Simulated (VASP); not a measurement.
Given:

```xyz
2
Lattice="4.2024 0.0000 0.0000 0.0000 4.2024 0.0000 0.0000 0.0000 4.2024" Properties=species:S:1:pos:R:3 pbc="T T T"
Cs     0.0000     0.0000     0.0000
Cl     2.1012     2.1012     2.1012
```

The numbers are results of PBEsol GGA, VASP's PBE PAW potentials (set 64) (plane waves; VASP 6.6.1), not measurements. Settings: 400 eV cut-off, 6×6×6 Γ-centred mesh, Gaussian smearing of 0.050 eV, potentials Cs_sv Cl.

### Question
Give the stress tensor in GPa (positive for a compressed cell).

### Answer

```
-1.37   0.00   0.00
 0.00  -1.37   0.00
 0.00   0.00  -1.37
```
The pressure is its mean diagonal, -1.37 GPa.

The compound is CsCl in the CsCl type structure. The cell was not relaxed at this level. The run is one of a series of settings (GGA = PS against the base run), some of them coarse on purpose.
